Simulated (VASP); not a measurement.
The input files of a VASP run:

### INCAR
```
! general
SYSTEM   = Li
PREC     = Accurate
ENCUT    = 520
LREAL    = .False.
LASPH    = .True.

! electronic loop
EDIFF    = 1E-7
NELM     = 100
ALGO     = Normal

! smearing
ISMEAR   = 1
SIGMA    = 0.1

! functional
GGA      = CX
LUSE_VDW = .True.
AGGAC    = 0.0

! ions
ISIF     = 2

! output
LWAVE    = .False.
LCHARG   = .False.
```

### KPOINTS
```
Automatic mesh
0
Gamma
15 15 15
0 0 0
```

POSCAR:
```
Li
3.0122520
 -0.5773503611   0.5773503611   0.5773503611
  0.5773503611  -0.5773503611   0.5773503611
  0.5773503611   0.5773503611  -0.5773503611
Li
1
Cartesian
  0.0000000000   0.0000000000   0.0000000000
```

POTCAR, in this order: Li_sv (PBE.64 set). Program: vasp_std.

Question: Translate this vdW-DF-cx calculation to Quantum ESPRESSO's pw.x.

Answer: One equivalent input (not run):
```
&CONTROL
  calculation = 'scf'
  pseudo_dir = './pseudo'
  outdir = './out'
  tprnfor = .true.
  tstress = .true.
/
&SYSTEM
  ibrav = 0
  nat = 1
  ntyp = 1
  ecutwfc = 74
  occupations = 'smearing'
  smearing = 'methfessel-paxton'
  degauss = 0.00735
  input_dft = 'vdw-df-cx'
/
&ELECTRONS
  conv_thr = 7.3e-09
  electron_maxstep = 100
/
ATOMIC_SPECIES
  Li 6.940 Li.upf
CELL_PARAMETERS angstrom
    -1.7391248    1.7391248    1.7391248
     1.7391248   -1.7391248    1.7391248
     1.7391248    1.7391248   -1.7391248
ATOMIC_POSITIONS crystal
  Li   0.0000000  0.0000000  0.0000000
K_POINTS automatic
  15 15 15 0 0 0
```
What does not carry over: the potentials are each code's own (VASP's PAW set, PseudoDojo norm-conserving files in pw.x), so ENCUT and ecutwfc are chosen apart and not converted; conv_thr bounds pw.x's estimated SCF error, while EDIFF bounds the energy change between steps.

The compound is Li in the bcc structure. It was relaxed first.
